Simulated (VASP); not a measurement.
Data:

```xyz
2
Lattice="0.0000 2.9350 2.9350 2.9350 0.0000 2.9350 2.9350 2.9350 0.0000" Properties=species:S:1:pos:R:3 pbc="T T T"
In     0.0000     0.0000     0.0000
P      1.4675     1.4675     1.4675
```

These are TPSS meta-GGA, VASP's PBE PAW potentials (set 64) (plane waves; VASP) values and carry that method's errors. Numerical set-up: 400 eV cut-off, 7×7×7 Γ-centred mesh, Gaussian smearing of 0.050 eV, potentials In_d P.

Q: Give the stress tensor in GPa (positive for a compressed cell).

A: 
```
2.81  0.00  0.00
0.00  2.81  0.00
0.00  0.00  2.81
```
The pressure is its mean diagonal, 2.81 GPa.

The compound is InP in the zinc blende structure. The cell was not relaxed at this level. The run is one of a series of settings (GGA removed, LMIXTAU = .TRUE., METAGGA = TPSS against the base run), some of them coarse on purpose.
